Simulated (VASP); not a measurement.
Input of a VASP 6.6.1 run:

The input POSCAR:

```
TiPt5
1.0
    0.0000000000      3.6789600000      3.6789600000
    3.6789600000      0.0000000000      3.6789600000
    3.6789600000      3.6789600000      0.0000000000
Ti Pt
1 5
Direct
    0.0000000000      0.0000000000      0.0000000000
    0.2500000000      0.2500000000      0.2500000000
    0.6248100000      0.6248100000      0.6248100000
    0.1255600000      0.6248100000      0.6248100000
    0.6248100000      0.6248100000      0.1255600000
    0.6248100000      0.1255600000      0.6248100000
```

Contents of INCAR.step1:

```
  PREC = Accurate
  ENCUT = 600
  EDIFF = 1E-8
  ISMEAR = 1
  SIGMA = 0.2
  LREAL = F
  LASPH = T
  NELM = 100
  ALGO = Normal
  ISIF = 3
  LWAVE = F
  LCHARG = F
  GGA = PE
  IVDW = 11
  IBRION = 2
  NSW = 40
  EDIFFG = -0.002
```

File INCAR.step2:

```
  PREC = Accurate
  ENCUT = 600
  EDIFF = 1E-8
  ISMEAR = 1
  SIGMA = 0.2
  LREAL = F
  LASPH = T
  NELM = 100
  ALGO = Normal
  ISIF = 2
  LWAVE = F
  LCHARG = F
  GGA = PE
  IVDW = 11
  IBRION = 6
  NFREE = 2
  POTIM = 0.015
  NSW = 1
```

The input KPOINTS:

```
regular mesh
0
Gamma
  5 5 5
```

Potentials or basis: VASP PAW PBE potentials, release 64 (Ti_pv, Pt).

Launch:

```console
$ cat potpaw_PBE.64/Ti_pv/POTCAR potpaw_PBE.64/Pt/POTCAR > POTCAR
$ cp INCAR.step1 INCAR
$ mpirun -np 1 vasp_std > vasp.out
$ cp CONTCAR POSCAR
$ cp INCAR.step2 INCAR
$ mpirun -np 1 vasp_std > vasp.out
```

Problem. What does it give for the highest phonon frequency at Γ, LO-TO splitting left out?

Solution. 314 cm⁻¹.

Problem. Predict the most unstable mode.

Solution. 86i cm⁻¹.

Problem. Predict the relaxed volume.

Solution. 16.02 Å³/atom.

Problem. Estimate the relaxed cell.

Solution. a = 5.142 Å, b = 5.142 Å, c = 5.142 Å, α = 60.00°, β = 60.00°, γ = 60.00°.

Problem. What does it give for the space group after relaxing (to 0.05 Å)?

Solution. F-43m (No. 216).

Phonon frequencies in cm⁻¹ (negative: imaginary):
| q point | frequencies |
| --- | --- |
| (0.000, 0.000, 0.000) | -86 -86 -86 -28 -28 -28 0 0 0 75 75 75 149 149 221 221 221 314 |

Caveat: some modes are imaginary. The run has no spin-orbit coupling, so splittings on Pt are missing.
